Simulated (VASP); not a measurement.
Method: PBEsol GGA, VASP's PBE PAW potentials (set 64) (plane waves; VASP).

VASP input:

**POSCAR**
```
FePt
1
    2.5669130748     0.0000000000     0.0000000000
    0.0000000000     2.5669130748     0.0000000000
   -0.0000000000     0.0000000000     3.5358194492
Fe Pt
1 1
Direct
  1.0000000000   1.0000000000   0.0000000000
  0.5000000000   0.5000000000   0.5000000000
```

File KPOINTS:
```
kpoints
0
Gamma
14 14 10
```

INCAR:
```
# general
SYSTEM  = FePt
PREC    = Accurate
ENCUT   = 500
LREAL   = .FALSE.
LASPH   = .TRUE.

# electronic loop
EDIFF   = 1E-6
NELM    = 100
ALGO    = Normal
LMAXMIX = 6

# smearing
ISMEAR  = 1
SIGMA   = 0.1

# functional
GGA     = PS

# spin
ISPIN   = 2
MAGMOM  = 2.9 0.3

# ions
IBRION  = 2
NSW     = 40
ISIF    = 3
EDIFFG  = -0.02
PSTRESS = 450

# output
LWAVE   = .FALSE.
LCHARG  = .FALSE.
LORBIT  = 10
```

POTCAR, in this order: Fe Pt (PBE.64 set). Program: vasp_std.

What VASP printed:

File OSZICAR:
```
       N       E                     dE             d eps       ncg     rms          rms(c)
DAV:   1     0.881712925777E+02    0.88171E+02   -0.87605E+03 13736   0.134E+03
DAV:   2    -0.145048807423E+02   -0.10268E+03   -0.92218E+02 13219   0.259E+02
DAV:   3    -0.173340091074E+02   -0.28291E+01   -0.27565E+01 16362   0.522E+01
DAV:   4    -0.173632891306E+02   -0.29280E-01   -0.29270E-01 14924   0.444E+00
DAV:   5    -0.173640593283E+02   -0.77020E-03   -0.77019E-03 17078   0.816E-01    0.232E+01
DAV:   6    -0.171340078628E+02    0.23005E+00   -0.75801E+00 13711   0.662E+01    0.156E+01
DAV:   7    -0.163729825089E+02    0.76103E+00   -0.77584E+00 16496   0.743E+01    0.128E+01
DAV:   8    -0.158550796022E+02    0.51790E+00   -0.77841E-01 16344   0.185E+01    0.500E+00
DAV:   9    -0.158576631658E+02   -0.25836E-02   -0.74914E-02 18715   0.489E+00    0.297E+00
DAV:  10    -0.158577670452E+02   -0.10388E-03   -0.39935E-02 17398   0.420E+00    0.149E+00
DAV:  11    -0.158527181022E+02    0.50489E-02   -0.87056E-03 19787   0.195E+00    0.632E-01
DAV:  12    -0.158525157953E+02    0.20231E-03   -0.11818E-03 18897   0.692E-01    0.187E-01
DAV:  13    -0.158526483742E+02   -0.13258E-03   -0.99132E-05 18427   0.194E-01    0.117E-01
DAV:  14    -0.158526951160E+02   -0.46742E-04   -0.26583E-05 18766   0.120E-01    0.320E-02
DAV:  15    -0.158526987184E+02   -0.36024E-05   -0.54796E-06 17053   0.489E-02    0.110E-02
DAV:  16    -0.158526979967E+02    0.72169E-06   -0.18738E-06  9155   0.370E-02
   1 F= -.93091343E+01 E0= -.93094109E+01  d E =-.930913E+01  mag=     2.8404
```

### OUTCAR
```
------------------------ aborting loop because EDIFF is reached ----------------------------------------
  FORCE on cell =-STRESS in cart. coord.  units (eV):
  Direction    XX          YY          ZZ          XY          YZ          ZX
  --------------------------------------------------------------------------------------
  Total        6.5402565      6.5402565      6.5706378      0.0000000      0.0000000      0.0000000
  in kB      449.7725643    449.7725643    451.8618828      0.0000000      0.0000000      0.0000000
  external PRESSURE =       0.4690038 kB  Pullay stress =     450.0000000 kB
  volume of cell :       23.30
      direct lattice vectors                 reciprocal lattice vectors
     2.566913075  0.000000000  0.000000000     0.389572989  0.000000000  0.000000000
     0.000000000  2.566913075  0.000000000     0.000000000  0.389572989  0.000000000
     0.000000000  0.000000000  3.535819449     0.000000000  0.000000000  0.282819871
 POSITION                                       TOTAL-FORCE (eV/Angst)
 -----------------------------------------------------------------------------------
      0.00000      0.00000      0.00000         0.000000      0.000000      0.000000
      1.28346      1.28346      1.76791         0.000000      0.000000      0.000000
 -----------------------------------------------------------------------------------
    total drift:                               -0.000000      0.000000      0.000000
  FREE ENERGIE OF THE ION-ELECTRON SYSTEM (eV)
  ---------------------------------------------------
  free  energy   TOTEN  =       -15.8526979967 eV

  energy  without entropy=      -15.8535278186  energy(sigma->0) =      -15.85297460
  enthalpy is  TOTEN    =        -9.3091342752 eV   P V=        6.5435637215

 total charge

# of ion       s       p       d       tot
------------------------------------------
    1        0.482   0.615   6.325   7.422
    2        0.807   0.904   8.176   9.887
--------------------------------------------------
tot          1.289   1.519  14.501  17.309

 magnetization (x)

# of ion       s       p       d       tot
------------------------------------------
    1        0.000  -0.003   2.496   2.493
    2       -0.023  -0.065   0.375   0.287
--------------------------------------------------
tot         -0.023  -0.068   2.871   2.780

 reached required accuracy - stopping structural energy minimisation
```
(Selected blocks of OUTCAR.)

OUTCAR:
```
 val. band max:       11.0971703298   @ k =   0.4286   0.3571   0.2000

 cond. band min:      11.1071577205   @ k =   0.0714   0.0000   0.1000


 Fermi energy:        11.1026851706

 spin component 1

 k-point     1 :       0.0000    0.0000    0.0000
  band No.  band energies     occupation
      1      -0.0310      1.00000
      2       3.2896      1.00000
      3       3.3389      1.00000
      4       7.2012      1.00000
      5       7.2012      1.00000
      6       8.0073      1.00000
      7       9.1765      1.00000
      8       9.3922      1.00000
      9      10.8837      1.00412
     10      11.2293     -0.03521
     11      11.2293     -0.03521
     12      13.3667      0.00000
     13      22.9225      0.00000
     14      23.9828      0.00000
     15      23.9828      0.00000

 k-point     2 :       0.0714    0.0000    0.0000
  band No.  band energies     occupation
      1       0.1290      1.00000
      2       3.3683      1.00000
      3       3.4697      1.00000
      4       7.1065      1.00000
      5       7.2514      1.00000
      6       8.0532      1.00000
      7       9.1201      1.00000
      8       9.3884      1.00000
      9      10.5760      1.00000
     10      10.7225      1.00000
     11      11.1809      0.01453
     12      14.1754      0.00000
     13      22.6523      0.00000
     14      23.4283      0.00000
     15      24.2970      0.00000

 k-point     3 :       0.1429    0.0000    0.0000
  band No.  band energies     occupation
      1       0.5848      1.00000
      2       3.5606      1.00000
      3       3.8891      1.00000
      4       6.8320      1.00000
      5       7.3998      1.00000
      6       8.1582      1.00000
      7       8.9582      1.00000
      8       9.4077      1.00000
      9       9.5739      1.00000
     10      10.3080      1.00000
     11      11.0375      0.94196
     12      15.6511      0.00000
     13      21.2054      0.00000
...
```

Unless said otherwise, spin-orbit coupling is left out, though it shifts the bands of the heavy elements here.

The compound is FePt in the L1_0 structure. It was relaxed first under an external pressure of 45 GPa.
